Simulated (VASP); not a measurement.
# BeCd2S3 (I-4m2) in VASP: single point with r2SCAN

Aim: the single point of BeCd2S3 with r2SCAN.

Everything below comes from runs of VASP 6.6.1. Logs are shortened: lines on timing, memory, paths and dates and some standing lists are left out, and cuts for length are marked.

## Step 1: Starting point

Symmetry: I-4m2, No. 119, tetragonal system. The conventional cell has a = 3.864 Å, b = 3.864 Å, c = 17.440 Å, α = 90.00°, β = 90.00°, γ = 90.00°. Be (site symmetry -4m2) has 4 S at 2.21 Å as nearest neighbours. Around Cd (site symmetry 2mm) lie 4 S at 2.53 to 2.54 Å. Around S (site symmetry 2mm) lie 2 Be at 2.21 Å. Around S (site symmetry -4m2) lie 4 Cd at 2.53 Å.

The cell was built by a generator and needn't be a form met in nature.

## Step 2: Single point, r2SCAN

Contents of INCAR:

```
PREC = Accurate
ENCUT = 520
EDIFF = 1E-6
ISMEAR = 0
SIGMA = 0.03
LREAL = F
LASPH = T
NELM = 150
ALGO = Normal
ISIF = 2
LWAVE = F
LCHARG = F
METAGGA = R2SCAN
LMIXTAU = T
NBANDS = 31
KPAR = 4
```

Contents of KPOINTS:

```
regular mesh
0
Gamma
  10 10 10
```

Contents of POSCAR:

```
BeCd2S3
1.0
   -1.9320800000      1.9320800000      8.7200400000
    1.9320800000     -1.9320800000      8.7200400000
    1.9320800000      1.9320800000     -8.7200400000
Be Cd S
1 2 3
Direct
    0.0000000000      0.0000000000      0.0000000000
    0.6560570000      0.6560570000      0.0000000000
    0.3439430000      0.3439430000      0.0000000000
    0.4388430000      0.9388430000      0.5000000000
    0.0611570000      0.5611570000      0.5000000000
    0.7500000000      0.2500000000      0.5000000000
```

Potentials or basis: VASP PAW PBE potentials, release 64 (Be, Cd, S).

Launch:

```console
$ cat potpaw_PBE.64/Be/POTCAR potpaw_PBE.64/Cd/POTCAR potpaw_PBE.64/S/POTCAR > POTCAR
$ mpirun -np 4 vasp_std > vasp.out
```

OUTCAR:

```text
PREC = Accurate
   ENCUT = 520
   EDIFF = 1E-6
   ISMEAR = 0
   LREAL = F
   LASPH = T
   NELM = 150
   ISIF = 2
   METAGGA = R2SCAN

 ion  position               nearest neighbor table
   1  0.000  0.000  0.000-   5 2.21   4 2.21   5 2.21   4 2.21
   2  0.656  0.656  0.000-   6 2.53   6 2.53   5 2.54   5 2.54
   3  0.344  0.344  0.000-   6 2.53   6 2.53   4 2.54   4 2.54
   4  0.439  0.939  0.500-   1 2.21   1 2.21   3 2.54   3 2.54
   5  0.061  0.561  0.500-   1 2.21   1 2.21   2 2.54   2 2.54
   6  0.750  0.250  0.500-   3 2.53   2 2.53   3 2.53   2 2.53

  LATTYP: Found a body centered tetragonal cell.
 ALAT       =     3.8641600000
 C/A-ratio  =     4.5132913751

  Lattice vectors:

 A1 = (  -1.9320800000,   1.9320800000,   8.7200400000)
 A2 = (   1.9320800000,  -1.9320800000,   8.7200400000)
 A3 = (   1.9320800000,   1.9320800000,  -8.7200400000)

Analysis of symmetry for initial positions (statically):
=====================================================================
 Subroutine PRICEL returns:
 Original cell was already a primitive cell.

 Routine SETGRP: Setting up the symmetry group for a
 body centered tetragonal supercell.

 Subroutine GETGRP returns: Found  8 space group operations
 (whereof  8 operations were pure point group operations)
 out of a pool of 16 trial point group operations.

The static configuration has the point symmetry D_2d.

Analysis of symmetry for dynamics (positions and initial velocities):
=====================================================================
 Subroutine PRICEL returns:
 Original cell was already a primitive cell.

 Routine SETGRP: Setting up the symmetry group for a
 body centered tetragonal supercell.

 Subroutine GETGRP returns: Found  8 space group operations
 (whereof  8 operations were pure point group operations)
 out of a pool of 16 trial point group operations.

The dynamic configuration has the point symmetry D_2d.

 Subroutine INISYM returns: Found  8 space group operations
 (whereof  8 operations are pure point group operations),
 and found     1 'primitive' translations

----------------------------------------------------------------------------------------

                                     Primitive cell

  volume of cell :     130.2053

  direct lattice vectors                    reciprocal lattice vectors
[... 92 lines left out ...]
   LASPH  =      T    aspherical Exc in radial PAW
   ENCUT  =  520.0 eV  38.22 Ry    6.18 a.u.  16.99 16.99 16.99*2*pi/ulx,y,z
   NELM   =    150;   NELMIN=  2; NELMDL= -5     # of ELM steps
   EDIFF  = 0.1E-05   stopping-criterion for ELM
   LREAL  =      F    real-space projection
   EDIFFG = 0.1E-04   stopping-criterion for IOM
   NSW    =      0    number of steps for IOM
   IBRION =     -1    ionic relax: 0-MD 1-quasi-New 2-CG
   NFREE  =      0    steps in history (QN), initial steepest desc. (CG)
   ISIF   =      2    stress and relaxation
   ISYM   =      2    0-nonsym 1-usesym 2-fastsym
   POTIM  = 0.5000    time-step for ionic-motion
   TEBEG  =    0.0;   TEEND  =   0.0 temperature during run
   PSTRESS=    0.0 pullay stress
   NELECT =      44.0000    total number of electrons
   NUPDOWN=      -1.0000    fix difference up-down
   EMIN   =  10.00;   EMAX   =-10.00  energy-range for DOS
   EFERMI =   0.00;   METHOD = LEGACY
   ISMEAR =     0;   SIGMA  =   0.03  broadening in eV -4-tet -1-fermi 0-gaus
   EFERMI_NEDOS =   21; number of points for ismear=-14 and -15
   IALGO  =     38    algorithm
   IMIX   =      4    mixing-type and parameters
     AMIX     =   0.40;   BMIX     =  1.00
     AMIX_MAG =   1.60;   BMIX_MAG =  1.00
  volume/ion in A,a.u.               =      21.70       146.44
  Fermi-wavevector in a.u.,A,eV,Ry     =   1.140292  2.154840 17.691198  1.300266
  Thomas-Fermi vector in A             =   2.276994
   LORBIT       =      0    0 simple, 1 ext, 2 COOP (PROOUT), +10 PAW based schemes
   METAGGA = R2SCAN    functional components
   LHFCALC =     F    Hartree Fock is set to
   AEXX    =    0.0000 exact exchange contribution
   IVDW    =     0    specifies the selected vdW correction
   LEPSILON=     F    determine dielectric tensor
   LRPA    =     F    only Hartree local field effects (RPA)
 non-spin polarized calculation
 Gauss-broadening in eV      SIGMA  =   0.03
  energy-cutoff  :      520.00
  volume of cell :      130.21
 maximum number of plane-waves:      3534
 NGX is ok and might be reduce to    70
   NGX = 33   NGY = 33   NGZ = 33

 number of electron      43.9999999 magnetization

 Free energy of the ion-electron system (eV)
  ---------------------------------------------------
  ext. energy  EPLUGINS =         0.00000000
  ---------------------------------------------------
  free energy    TOTEN  =       -73.61901123 eV

  energy without entropy =      -73.61901123  energy(sigma->0) =      -73.61901123

 E-fermi :   1.9201     XC(G=0):  -9.7935

 val. band max:        1.7807937564   @ k =   0.0000   0.0000   0.0000
 cond. band min:       3.8417508639   @ k =   0.0000   0.0000   0.0000
 fundamental gap:      2.0609571076
 Fermi energy:         1.9201384432

 k-point     1 :       0.0000    0.0000    0.0000
  band No.  band energies     occupation
      1     -11.6180      2.00000
      2     -10.9042      2.00000
      3     -10.4771      2.00000
      4      -6.2500      2.00000
      5      -6.1773      2.00000
      6      -6.1773      2.00000
[... 805 lines left out ...]
     30       9.3920      0.00000
     31      10.1679      0.00000

 [... further k-points ...]
[... 5 lines left out ...]
  --------------------------------------------------------------------------------------
  -------------------------------------------------------------------------------------
  Total       -0.9806211     -0.9806211     -1.1019801      0.0000000      0.0000000     -0.0000000
  in kB      -12.0665509    -12.0665509    -13.5598747      0.0000000      0.0000000     -0.0000000
  external PRESSURE =     -12.5643255 kB  Pullay stress =       0.0000000 kB

 VOLUME and BASIS-vectors are now :
 -----------------------------------------------------------------------------
  energy-cutoff  :      520.00
  volume of cell :      130.21
      direct lattice vectors                 reciprocal lattice vectors
    -1.932080000  1.932080000  8.720040000     0.000000000  0.258788456  0.057339187
     1.932080000 -1.932080000  8.720040000     0.258788456  0.000000000  0.057339187
     1.932080000  1.932080000 -8.720040000     0.258788456  0.258788456  0.000000000

 POSITION                                       TOTAL-FORCE (eV/Angst)
 -----------------------------------------------------------------------------------
      0.00000      0.00000      0.00000        -0.000000      0.000000     -0.000000
      0.00000      0.00000     11.44169        -0.000000      0.000000     -0.013183
      0.00000      0.00000      5.99839        -0.000000      0.000000      0.013183
      1.93208      0.00000      7.65346         0.000000     -0.000000     -0.123051
      1.93208      0.00000      1.06658         0.000000     -0.000000      0.123051
      0.00000      1.93208      4.36002        -0.000000      0.000000     -0.000000
 -----------------------------------------------------------------------------------
    total drift:                                0.000002     -0.000002     -0.000000

  FREE ENERGIE OF THE ION-ELECTRON SYSTEM (eV)
  ---------------------------------------------------
  free  energy   TOTEN  =       -73.6190112286 eV

  energy  without entropy=      -73.6190112286  energy(sigma->0) =      -73.61901123
```

OSZICAR:

```text
N       E                     dE             d eps       ncg     rms          rms(c)
DAV:   1     0.231220343016E+03    0.23122E+03   -0.21399E+04  6324   0.132E+03
DAV:   2    -0.659758385254E+02   -0.29720E+03   -0.28407E+03  7131   0.312E+02
DAV:   3    -0.854918421335E+02   -0.19516E+02   -0.19372E+02  7865   0.809E+01
[... 14 lines left out ...]
DAV:  18    -0.736189886995E+02    0.12333E-04   -0.38456E-05  7080   0.442E-02    0.894E-03
DAV:  19    -0.736189999871E+02   -0.11288E-04   -0.32503E-06  7500   0.131E-02    0.431E-03
DAV:  20    -0.736190072346E+02   -0.72475E-05   -0.15469E-06  5322   0.890E-03    0.228E-03
DAV:  21    -0.736190109208E+02   -0.36862E-05   -0.73063E-07  5196   0.758E-03    0.161E-03
DAV:  22    -0.736190112286E+02   -0.30781E-06   -0.18770E-07  3638   0.378E-03
   1 F= -.73619011E+02 E0= -.73619011E+02  d E =-.144633E-13
```

stdout:

```text
POSCAR found type information on POSCAR BeCdS
 POSCAR found :  3 types and       6 ions
 scaLAPACK will be used
 -----------------------------------------------------------------------------
|                                                                             |
|                                                                             |
|     You enforced a specific xc type in the INCAR file but a different       |
|     I HOPE YOU KNOW WHAT YOU ARE DOING!                                     |
|                                                                             |
 -----------------------------------------------------------------------------

 LDA part: xc-table for (None), standard interpolation
 POSCAR, INCAR and KPOINTS ok, starting setup
 FFT: planning ... GRIDC
 FFT: planning ... GRID_SOFT
 FFT: planning ... GRID
 WAVECAR not read
 entering main loop
```

Run time: 39 min. Hardware: 4 MPI ranks of Intel Xeon Platinum 8488C (Sapphire Rapids), shared host; peak memory 1.1 GiB.

What came out:

| Property | Result |
| --- | --- |
| Free energy | -73.6190 eV |
| Pressure | -1.3 GPa |
| Largest force | 0.123 eV/Å |
| Band gap on the k mesh | 2.06 eV, direct |

Forces in eV/Å, atoms in the order of the input:
```
Be   0.000  0.000  0.000
Cd   0.000  0.000 -0.013
Cd   0.000  0.000  0.013
S    0.000  0.000 -0.123
S    0.000  0.000  0.123
S    0.000  0.000  0.000
```

Caveat: the PAW data sets were made with another functional, which shifts forces and pressure a little.
